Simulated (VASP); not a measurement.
Here is the system:

```
TiO2
1.0
    4.37365     0.00000     0.00000
    0.00000     4.37365     0.00000
    0.00000     0.00000     2.87113
Ti O
2 4
Direct
  0.00000   0.00000   0.00000
  0.50000   0.50000   0.50000
  0.30151   0.30151   0.00000
  0.80151   0.19849   0.50000
  0.19849   0.80151   0.50000
  0.69849   0.69849   0.00000
```

Computed with PBE GGA, VASP's PBE PAW potentials (set 64) (plane waves; VASP). Numerical set-up: 620 eV cut-off, 5×5×8 Γ-centred mesh, Gaussian smearing of 0.050 eV, potentials Ti_sv O.

Problem. What does the run give for the energy per atom (σ→0), pressure, band gap (on the k-mesh) with the smallest direct gap where there is one?

Solution. 
```
Property                                     Result
-----------------------------------  --------------
band gap (on the k-mesh)                    2.04 eV
smallest direct gap (on the k-mesh)         2.04 eV
energy per atom (σ→0)                -8.759 eV/atom
pressure                                  45.07 GPa
```

The absolute energy has meaning only against runs of the same code, potentials and settings.

The compound is TiO2 in the rutile structure. It was relaxed first under an external pressure of 45 GPa.
